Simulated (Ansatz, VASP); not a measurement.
NbB2 in VASP and in Ansatz

The input INCAR:

```
PREC     = Accurate       # precision mode
ENCUT    = 520            # plane-wave cutoff, eV
EDIFF    = 1E-6           # SCF threshold, eV
ISMEAR   = 0              # smearing method
SIGMA    = 0.15           # smearing width, eV
LREAL    = False          # projectors in reciprocal space
LASPH    = True           # aspherical terms in the spheres
NELM     = 60             # most SCF steps
ALGO     = Normal         # electronic algorithm
ISIF     = 2              # what is computed and relaxed
LWAVE    = False          # write WAVECAR
LCHARG   = False          # write CHGCAR
NBANDS   = 16             # bands
```

The input KPOINTS:

```
regular mesh
0
Gamma
  18 18 14
```

File POSCAR:

```
NbB2
1.0
    2.9951814504      0.0000000000      0.0000000000
   -1.4975907252      2.5939032250      0.0000000000
    0.0000000000      0.0000000000      3.1992886370
Nb B
1 2
Direct
    0.0000000000      0.0000000000      0.0000000000
    0.3333333333      0.6666666667      0.5000000000
    0.6666666667      0.3333333333      0.5000000000
```

Input for Ansatz:

```yaml
crystal:
  lattice:
    - [2.9951814504, 0.0, 0.0]
    - [-1.4975907252, 2.593903225, 0.0]
    - [0.0, 0.0, 3.199288637]
  atoms:
    - { symbol: Nb, position: [0.0, 0.0, 0.0] }
    - { symbol: B, position: [0.3333333333, 0.6666666667, 0.5] }
    - { symbol: B, position: [0.6666666667, 0.3333333333, 0.5] }
basis:
  ecutwfc: 420
kpoints:
  mp_grid: { grid: [18, 18, 14] }
hamiltonian:
  xc: lda
scf:
  occupations: { method: gaussian, width: 0.15 }
output:
  forces: true
  stress: true
  eigenvalues: true
```

Change from the starting cell: strain -0.025 along x and y, -0.025 along z, atoms carried along.

Alike in both runs: task single point; functional LDA; k mesh 18 × 18 × 14; occupations gaussian, width 0.15 eV; no spin polarisation.

```csv
,VASP,Ansatz
version,VASP 6.6.1,Ansatz 0.2.0
potentials or method,"VASP PAW LDA potentials, release 64 (Nb_sv, B)","scalar-relativistic, plane waves, PAW"
plane-wave cutoff (eV),520,420
valence electrons in the cell,19,19
```

```tsv
	VASP	Ansatz	Ansatz less VASP
gap on the k mesh at the Fermi level (eV)	none	none	-
pressure (GPa)	27.9	27.7	-0.12
largest component of the traceless stress (GPa)	2.17	2.01	-0.156
```

A gap of «none» marks a metal or a gap that the smearing closes.

Caveats: so large a pressure means that the cell lies far from this level's equilibrium, or that cutoff or potentials fall short (VASP).
